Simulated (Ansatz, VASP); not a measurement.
# TaN: VASP beside Ansatz, part 2 of 2

One calculation is typed for both programs; each brings its own data sets. How far apart do they land? The cell is taken from a series of runs on this material, whose earlier steps may have relaxed, scaled, displaced or heated it; both programs get it as it stands.

VASP 6.6.1 and Ansatz 0.2.0.

So far: The starting structure; Ansatz: zone-centre phonons, PBEsol.

## (3) VASP: zone-centre phonons, PBEsol

Level of this step: PBEsol; plane waves and PAW (N, Ta_pv) (VASP).

The same cell, functional, mesh and smearing now go to VASP, with its own data sets.

Lines of VASP's logs that name or quote its potential files are left out, and so is its time.

The input, INCAR:

```
SYSTEM = TaN
PREC = Accurate
ENCUT = 600
EDIFF = 1E-08
NELM = 120
ISMEAR = 1
SIGMA = 0.2
LREAL = .FALSE.
ALGO = Normal
GGA = PS
NBANDS = 14
LASPH = .TRUE.
LORBIT = 11
LWAVE = .FALSE.
LCHARG = .FALSE.
ISIF = 2
IBRION = 8
GGA_COMPAT = .FALSE.
KPAR = 2
```

The input, POSCAR:

```
TaN
1.0
    0.0192653135      2.1900023483      2.1859516457
    2.1900023483      0.0192653135      2.1859516457
    2.2092676618      2.2092676618      0.0000000000
N Ta
1 1
Direct
    0.0000000000      0.0000000000      0.0000000000
    0.5000000000      0.5000000000      0.5000000000
```

The input, KPOINTS:

```
Automatic mesh
0
Gamma
16 16 16
0 0 0
```

PAW data sets: N and Ta_pv (PBE family, release 64).

Started as:

```bash
$ mpirun -np 2 vasp_std
```

Numbers of over 12 decimals in the logs are rounded to 6 here.

What it wrote:

```text
[banner, memory and clock lines left out]
running    2 mpi-ranks, on    1 nodes
 distrk:  each k-point on    1 cores,    2 groups
 distr:  one band on    1 cores,    1 groups

 POSCAR found type information on POSCAR N Ta
 POSCAR found :  2 types and       2 ions
|                                                                             |
|               ----> ADVICE to this user running VASP <----                  |
|                                                                             |
|     You enforced a specific xc type in the INCAR file but a different       |
|     [... a line on the potential file left out ...]
|     I HOPE YOU KNOW WHAT YOU ARE DOING!                                     |
|                                                                             |

 LDA part: xc-table for (Slater+PW92), standard interpolation
 POSCAR, INCAR and KPOINTS ok, starting setup
 FFT: planning ... GRIDC
 FFT: planning ... GRID_SOFT
 FFT: planning ... GRID
 WAVECAR not read
 entering main loop
       N       E                     dE             d eps       ncg     rms          rms(c)
DAV:   1     0.971917095135E+02    0.97192E+02   -0.97823E+03 17404   0.135E+03
DAV:   2    -0.225908832926E+02   -0.11978E+03   -0.11291E+03 21222   0.343E+02
DAV:   3    -0.259845041292E+02   -0.33936E+01   -0.33470E+01 20440   0.546E+01
DAV:   4    -0.260032152341E+02   -0.18711E-01   -0.18699E-01 20178   0.411E+00
DAV:   5    -0.260033330736E+02   -0.11784E-03   -0.11784E-03 20264   0.304E-01    0.250E+01
DAV:   6    -0.233338840746E+02    0.26694E+01   -0.56959E+00 20752   0.277E+01    0.105E+01
DAV:   7    -0.232497762162E+02    0.84108E-01   -0.38501E-01 21570   0.601E+00    0.718E+00
DAV:   8    -0.232156598836E+02    0.34116E-01   -0.13707E-01 20910   0.342E+00    0.154E+00
DAV:   9    -0.232110145330E+02    0.46454E-02   -0.13822E-02 19452   0.104E+00    0.374E-01
DAV:  10    -0.232108742053E+02    0.14033E-03   -0.54704E-04 23658   0.290E-01    0.128E-01
DAV:  11    -0.232108351066E+02    0.39099E-04   -0.70819E-05 19872   0.883E-02    0.196E-02
DAV:  12    -0.232108349920E+02    0.11457E-06   -0.38309E-06 22836   0.205E-02    0.183E-03
DAV:  13    -0.232108348585E+02    0.13359E-06   -0.13840E-07 19182   0.325E-03    0.739E-04
DAV:  14    -0.232108348507E+02    0.77919E-08   -0.46681E-09 14778   0.895E-04
   1 F= -.23210835E+02 E0= -.23210206E+02  d E =-.188570E-02
 Linear response reoptimize wavefunctions to high precision
DAV:   1    -0.232108348438E+02    0.68862E-08   -0.90074E-10 14006   0.441E-04
DAV:   2    -0.232108348438E+02   -0.20691E-10   -0.61952E-11 10968   0.767E-05
 Linear response DOF=           4
 Linear response progress:
  Degree of freedom:   1/  4
       N       E                     dE             d eps       ncg     rms          rms(c)
RMM:   1    -0.234983416713E+00   -0.23498E+00    0.15428E-01 68300   0.297E+00
RMM:   2    -0.231038044223E+00    0.39454E-02   -0.40731E-03 52198   0.516E-01    0.147E-01
RMM:   3    -0.231912383978E+00   -0.87434E-03   -0.85039E-04 47509   0.180E-01    0.753E-02
RMM:   4    -0.233227885975E+00   -0.13155E-02   -0.42385E-04 48394   0.126E-01    0.224E-02
RMM:   5    -0.233324343028E+00   -0.96457E-04   -0.20443E-05 55058   0.353E-02    0.258E-03
RMM:   6    -0.233323764705E+00    0.57832E-06   -0.20126E-06 55252   0.757E-03    0.991E-04
RMM:   7    -0.233314098585E+00    0.96661E-05   -0.18269E-07 55565   0.221E-03    0.399E-04
RMM:   8    -0.233315880338E+00   -0.17818E-05   -0.32422E-08 58619   0.815E-04    0.102E-04
RMM:   9    -0.233314446489E+00    0.14338E-05    0.10123E-08 56572   0.313E-04    0.301E-05
RMM:  10    -0.233314379135E+00    0.67353E-07   -0.41765E-09 63621   0.936E-05    0.215E-05
RMM:  11    -0.233314376085E+00    0.30500E-08   -0.43599E-09 59860   0.283E-05    0.949E-06
 first order change of Fermi-energy   0.35608E-04
 force on displaced ion       1 direction 1 :  -7.875  -0.232   0.000
 Linear response progress:
  Degree of freedom:   2/  4
       N       E                     dE             d eps       ncg     rms          rms(c)
RMM:   1    -0.235024305832E+00   -0.23502E+00    0.15609E-01 38289   0.297E+00
RMM:   2    -0.231225988366E+00    0.37983E-02   -0.40209E-03 29454   0.515E-01    0.148E-01
RMM:   3    -0.232107399951E+00   -0.88141E-03   -0.84782E-04 26682   0.181E-01    0.760E-02
RMM:   4    -0.233431507421E+00   -0.13241E-02   -0.42585E-04 27141   0.126E-01    0.226E-02
RMM:   5    -0.233530094144E+00   -0.98587E-04   -0.20562E-05 30977   0.355E-02    0.259E-03
RMM:   6    -0.233530024522E+00    0.69621E-07   -0.19714E-06 31028   0.761E-03    0.997E-04
RMM:   7    -0.233520271300E+00    0.97532E-05   -0.19846E-07 31023   0.224E-03    0.399E-04
RMM:   8    -0.233521990727E+00   -0.17194E-05   -0.33597E-08 32734   0.812E-04    0.101E-04
RMM:   9    -0.233520626481E+00    0.13642E-05   -0.16675E-08 31688   0.304E-04    0.301E-05
RMM:  10    -0.233520533503E+00    0.92978E-07   -0.67564E-09 35630   0.913E-05    0.199E-05
RMM:  11    -0.233520519108E+00    0.14395E-07   -0.75646E-09 33601   0.270E-05    0.110E-05
RMM:  12    -0.233520555698E+00   -0.36590E-07   -0.39625E-09 32805   0.116E-05    0.215E-06
RMM:  13    -0.233520555293E+00    0.40551E-09   -0.76825E-09 24722   0.596E-06    0.265E-06
 first order change of Fermi-energy   0.54258E-05
 force on displaced ion       1 direction 3 :  -0.000  -0.000  -8.028
 Linear response progress:
  Degree of freedom:   3/  4
       N       E                     dE             d eps       ncg     rms          rms(c)
RMM:   1    -0.136303059505E+00   -0.13630E+00    0.11505E+01 32068   0.245E+01
RMM:   2    -0.165119978930E+00   -0.28817E-01   -0.26609E-02 48713   0.149E+00    0.110E-01
RMM:   3    -0.164387666593E+00    0.73231E-03   -0.20041E-03 57186   0.289E-01    0.507E-02
RMM:   4    -0.163889432594E+00    0.49823E-03   -0.17490E-04 61810   0.911E-02    0.187E-02
RMM:   5    -0.163684726047E+00    0.20471E-03   -0.16184E-05 61929   0.249E-02    0.475E-03
RMM:   6    -0.163671778254E+00    0.12948E-04   -0.23062E-06 59538   0.865E-03    0.841E-04
RMM:   7    -0.163668748353E+00    0.30299E-05    0.53261E-07 62912   0.250E-03    0.337E-04
RMM:   8    -0.163670727398E+00   -0.19790E-05    0.38936E-07 65604   0.887E-04    0.708E-05
RMM:   9    -0.163671681353E+00   -0.95396E-06    0.29137E-08 60929   0.370E-04    0.237E-05
RMM:  10    -0.163671833423E+00   -0.15207E-06   -0.10143E-08 64536   0.176E-04    0.970E-06
RMM:  11    -0.163671952885E+00   -0.11946E-06    0.26511E-09 65855   0.861E-05    0.509E-06
RMM:  12    -0.163671893524E+00    0.59360E-07    0.99412E-09 61254   0.453E-05    0.111E-06
RMM:  13    -0.163671890558E+00    0.29659E-08    0.69803E-09 56190   0.252E-05    0.172E-06
 first order change of Fermi-energy  -0.44667E-04
 force on displaced ion       2 direction 1 :  -7.877  -0.227   0.000
 Linear response progress:
  Degree of freedom:   4/  4
       N       E                     dE             d eps       ncg     rms          rms(c)
RMM:   1    -0.136620743595E+00   -0.13662E+00    0.11490E+01 18314   0.245E+01
RMM:   2    -0.165233530746E+00   -0.28613E-01   -0.26426E-02 27362   0.149E+00    0.111E-01
RMM:   3    -0.164496277356E+00    0.73725E-03   -0.19684E-03 31989   0.290E-01    0.510E-02
RMM:   4    -0.163994146923E+00    0.50213E-03   -0.16940E-04 34305   0.915E-02    0.187E-02
RMM:   5    -0.163789270314E+00    0.20488E-03   -0.16474E-05 34524   0.248E-02    0.486E-03
RMM:   6    -0.163774455978E+00    0.14814E-04   -0.32399E-06 33175   0.862E-03    0.848E-04
RMM:   7    -0.163770911389E+00    0.35446E-05   -0.47921E-06 35030   0.249E-03    0.335E-04
RMM:   8    -0.163772861213E+00   -0.19498E-05   -0.86189E-07 36610   0.880E-04    0.709E-05
RMM:   9    -0.163773507589E+00   -0.64638E-06   -0.88245E-08 35195   0.342E-04    0.413E-05
RMM:  10    -0.163773996991E+00   -0.48940E-06   -0.26026E-07 33377   0.204E-04    0.908E-06
RMM:  11    -0.163774055396E+00   -0.58405E-07   -0.67430E-08 37024   0.955E-05    0.596E-06
RMM:  12    -0.163774048460E+00    0.69364E-08   -0.90458E-08 34832   0.497E-05    0.829E-07
 first order change of Fermi-energy   0.16932E-03
 force on displaced ion       2 direction 3 :  -0.000  -0.000  -8.031
 Linear response finished
```

From OUTCAR (step 3):

```text
ion  position               nearest neighbor table
   1  0.000  0.000  0.000-   2 2.19   2 2.19   2 2.19   2 2.19   2 2.19   2 2.19
   2  0.500  0.500  0.500-   1 2.19   1 2.19   1 2.19   1 2.19   1 2.19   1 2.19

  LATTYP: Found a body centered orthorhombic cell.
 ALAT       =     3.0698857550
 B/A-ratio  =     1.0177500206
 C/A-ratio  =     1.4241257299

 Subroutine GETGRP returns: Found  8 space group operations
 (whereof  8 operations were pure point group operations)

The static configuration has the point symmetry D_2h.

 Found    621 irreducible k-points:

   k-points           NKPTS =    621   k-points in BZ     NKDIM =    621   number of bands    NBANDS=     14

   dimension x,y,z NGX =    28 NGY =   28 NGZ =   28
   dimension x,y,z NGXF=    56 NGYF=   56 NGZF=   56

   ENCUT  =  600.0 eV  44.10 Ry    6.64 a.u.   6.18  6.18  6.24*2*pi/ulx,y,z

   NELECT =      16.0000    total number of electrons

 k-points in reciprocal lattice and weights: Automatic mesh
   0.00000000  0.00000000  0.00000000       0.000
   0.06250000 -0.00000000  0.00000000       0.001
   0.12500000 -0.00000000  0.00000000       0.001
   0.18750000 -0.00000000  0.00000000       0.001
   0.25000000 -0.00000000  0.00000000       0.001
   0.31250000  0.00000000  0.00000000       0.001
   0.37500000 -0.00000000  0.00000000       0.001
   0.43750000 -0.00000000  0.00000000       0.001
   0.50000000 -0.00000000  0.00000000       0.000
[...]
0.25000000  0.25000000  0.50000000       0.000
  -0.25000000  0.25000000  0.50000000       0.000

 average (electrostatic) potential at core
       1 -61.2078       2 -34.4147

  Total        0.0332841      0.0332841      0.1488302     -0.1149214      0.0000000      0.0000000
  in kB        2.5434415      2.5434415     11.3730152     -8.7818358      0.0000000      0.0000000
  external PRESSURE =       5.4866328 kB  Pullay stress =       0.0000000 kB

  energy-cutoff  :      600.00
  volume of cell :       20.97
      direct lattice vectors                 reciprocal lattice vectors
     0.019265313  2.190002348  2.185951646    -0.230336513  0.230336513  0.228733330
     2.190002348  0.019265313  2.185951646     0.230336513 -0.230336513  0.228733330
     2.209267662  2.209267662  0.000000000     0.226319340  0.226319340 -0.228733330

 POSITION                                       TOTAL-FORCE (eV/Angst)
 -----------------------------------------------------------------------------------
      0.00000      0.00000      0.00000        -0.000000     -0.000000     -0.000000
      2.20927      2.20927      2.18595         0.000000      0.000000      0.000000
 -----------------------------------------------------------------------------------
    total drift:                                0.000000      0.000000      0.000000

 Eigenvectors and eigenvalues of the dynamical matrix
 ----------------------------------------------------

   1 f  =   12.347242 THz    77.580008 2PiTHz  411.859651 cm-1    51.064066 meV
             X         Y         Z           dx          dy          dz
      0.000000  0.000000  0.000000    -0.681251   -0.681251    0.000000
      2.209268  2.209268  2.185952     0.189465    0.189465   -0.000000

   2 f  =   12.287323 THz    77.203525 2PiTHz  409.860965 cm-1    50.816260 meV
             X         Y         Z           dx          dy          dz
      0.000000  0.000000  0.000000     0.000000    0.000000    0.963406
      2.209268  2.209268  2.185952    -0.000000    0.000000   -0.268046

   3 f  =   11.989131 THz    75.329932 2PiTHz  399.914366 cm-1    49.583040 meV
             X         Y         Z           dx          dy          dz
      0.000000  0.000000  0.000000     0.681219   -0.681219   -0.000000
      2.209268  2.209268  2.185952    -0.189580    0.189580    0.000000

   4 f/i=    0.000596 THz     0.003747 2PiTHz    0.019892 cm-1     0.002466 meV
             X         Y         Z           dx          dy          dz
      0.000000  0.000000  0.000000    -0.189465   -0.189465   -0.000000
      2.209268  2.209268  2.185952    -0.681251   -0.681251   -0.000000

   5 f/i=    0.000713 THz     0.004483 2PiTHz    0.023799 cm-1     0.002951 meV
             X         Y         Z           dx          dy          dz
      0.000000  0.000000  0.000000     0.000000    0.000000   -0.268046
      2.209268  2.209268  2.185952     0.000000    0.000000   -0.963406

   6 f/i=    0.001453 THz     0.009127 2PiTHz    0.048453 cm-1     0.006007 meV
             X         Y         Z           dx          dy          dz
      0.000000  0.000000  0.000000     0.189580   -0.189580    0.000000
      2.209268  2.209268  2.185952     0.681219   -0.681219    0.000000

 ELASTIC MODULI CONTR FROM IONIC RELAXATION (kBar)
 Direction    XX          YY          ZZ          XY          YZ          ZX
 --------------------------------------------------------------------------------
 XX           0.0000      0.0000      0.0000      0.0000      0.0000      0.0000
 YY           0.0000      0.0000      0.0000      0.0000      0.0000      0.0000
 ZZ           0.0000      0.0000      0.0000      0.0000      0.0000      0.0000
 XY           0.0000      0.0000      0.0000      0.0000      0.0000      0.0000
 YZ           0.0000      0.0000      0.0000      0.0000      0.0000      0.0000
 ZX           0.0000      0.0000      0.0000      0.0000      0.0000      0.0000
 --------------------------------------------------------------------------------
```

## (4) Side by side

Known differences besides the potentials themselves: the data sets hold 18 valence electrons in Ansatz (on its PAW soft_1 files) and 16 in VASP; the cutoff is 420 eV in Ansatz and 600 eV in VASP; Ansatz makes its cores anew for this functional, VASP keeps those of its PBE data sets. Total energies have different zeros and are not compared.

The two programs side by side:

```
             quantity  Ansatz   VASP  difference
optical mode 1 (cm⁻¹)   399.2  399.9     -0.18 %
optical mode 2 (cm⁻¹)   408.9  409.9     -0.25 %
optical mode 3 (cm⁻¹)   410.9  411.9     -0.23 %
```

Modes are paired by rising frequency, not by their patterns, so a pair may set unlike modes beside each other; they are those without the splitting of longitudinal modes.

## (5) Outcome

| Item | Value |
| --- | --- |
| r.m.s. difference of the optical zone-centre modes, each program's sorted by frequency (zone-centre phonons, PBEsol) | 0.90 cm⁻¹ |

The r.m.s. difference of the optical zone-centre modes, each program's sorted by frequency is 0.90 cm⁻¹ (zone-centre phonons, PBEsol). The data sets hold unlike numbers of valence electrons (18 in Ansatz and 16 in VASP), so part of the differences comes from the potentials. How closely two codes agree says nothing of how well the functional describes the real material.

[Lines on the potential files, build, host, timing and source positions are cut from VASP's logs without a mark.]

[Logs are printed without paths, hosts, clocks, repeated set-up lines and the standing remarks that a program may print on its own settings, such as how far it seeks lower states.]

[Hosts, paths, dates, database ids (printed as entryN), source tags and the programs' standing remarks are cut or masked in the printed files.]
